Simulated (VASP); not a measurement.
Given:

```
V
1.0
   -1.51500     1.51500     1.51500
    1.51500    -1.51500     1.51500
    1.51500     1.51500    -1.51500
V
1
Cartesian
  0.00000   0.00000   0.00000
```

Calculation: LDA (Ceperley-Alder, Perdew-Zunger), VASP's LDA PAW potentials (set 64) (plane waves; VASP 6.6.1). Numerical set-up: 400 eV cut-off, 15×15×15 Γ-centred mesh, first-order Methfessel-Paxton smearing of 0.10 eV, potentials V_sv.

Energy and stress use the plane-wave basis of the starting cell.

Task: The ions, cell shape and volume are relaxed. Give the cell that the relaxation ends in.

Result: 
```
V
1.0
   -1.46196     1.46196     1.46196
    1.46196    -1.46196     1.46196
    1.46196     1.46196    -1.46196
V
1
Direct
  0.00000   0.00000   0.00000
```
Space group Im-3m (229), at a tolerance of 0.03 Å.

Task: How do energy and volume change from the first to the last step?

Result: The energy (σ→0) changes by -93.7 meV/atom and the volume by -10.1 %, in 4 ionic steps.

The compound is V in the bcc structure. This run relaxes it. Symmetry was kept, so distortions that lower it aren't found. The run is not spin-polarised, so no magnetic state was tried.
